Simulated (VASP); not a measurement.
Consider the following.

```
Ta
1.0
   -1.67285     1.67285     1.67285
    1.67285    -1.67285     1.67285
    1.67285     1.67285    -1.67285
Ta
1
Direct
  0.00000   0.00000   0.00000
```

These are MS2 meta-GGA, VASP's PBE PAW potentials (set 64) (plane waves; VASP) values and carry that method's errors. Run with 520 eV cut-off, 16×16×16 Γ-centred mesh, first-order Methfessel-Paxton smearing of 0.10 eV, potentials Ta_pv.

Unless said otherwise, spin-orbit coupling is left out, though it shifts the bands of the heavy elements here.

**Question.** Estimate the energy per atom (σ→0), pressure, band gap (on the k-mesh) with the smallest direct gap where there is one.

**Answer.** 
```json
{
  "band gap (on the k-mesh)": "none (metal, semimetal or under 0.01 eV)",
  "energy per atom (σ→0)": "4.813 eV/atom",
  "pressure": "-10.99 GPa"
}
```

The absolute energy has meaning only against runs of the same code, potentials and settings.

The compound is Ta in the bcc structure. This cell is one point of a volume scan, at 1.06 of the reference volume.
